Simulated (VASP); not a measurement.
An input for Ansatz (written as the equivalent of a VASP run, and not itself run):

Ansatz 0.2 input:
```yaml
crystal:
  lattice:
    - [0.0000000, 2.5949290, 2.5949290]
    - [2.5949290, 0.0000000, 2.5949290]
    - [2.5949290, 2.5949290, 0.0000000]
  atoms:
    - { symbol: Li, position: [0.0000000, 0.0000000, 0.0000000] }
    - { symbol: Cl, position: [0.5000000, 0.5000000, 0.5000000] }
kpoints:
  mp_grid: { grid: [7, 7, 7] }
hamiltonian:
  xc: pbe
  pseudopotentials: { kind: paw }
scf:
  occupations: { method: fermi_dirac, width: 0.01 }
  max_iter: 100
output: { forces: true, stress: true, eigenvalues: true }
```

Question: Translate this input to VASP (INCAR, KPOINTS, POSCAR, choice of POTCAR).

Answer: This is not unique; one that fits is 
### INCAR
```
SYSTEM = LiCl
PREC = Accurate
ENCUT = 400
EDIFF = 1E-6
NELM = 100
ALGO = Normal
LREAL = .FALSE.
LASPH = .TRUE.
ISMEAR = -1
SIGMA = 0.01
GGA = PE
LWAVE = .FALSE.
LCHARG = .FALSE.
ISIF = 2
```

File KPOINTS:
```
Automatic mesh
0
Gamma
7 7 7
0 0 0
```

### POSCAR
```
LiCl
1
    0.0000000000     2.5949290000     2.5949290000
    2.5949290000     0.0000000000     2.5949290000
    2.5949290000     2.5949290000     0.0000000000
Li Cl
1 1
Direct
  0.0000000000   0.0000000000   0.0000000000
  0.5000000000   0.5000000000   0.5000000000
```

POTCAR, in this order: Li_sv Cl (PBE.64 set). Program: vasp_std.

Limits of the translation: each code has its own PAW files, so the cut-off isn't converted (ENCUT is set for VASP's; basis.ecutwfc is left out, and Ansatz then takes the one that its files recommend); Ansatz stops its SCF on the density residual and VASP on the energy change (EDIFF).

The structure is a typed LiCl crystal (Fm-3m). The cell was not relaxed at this level.
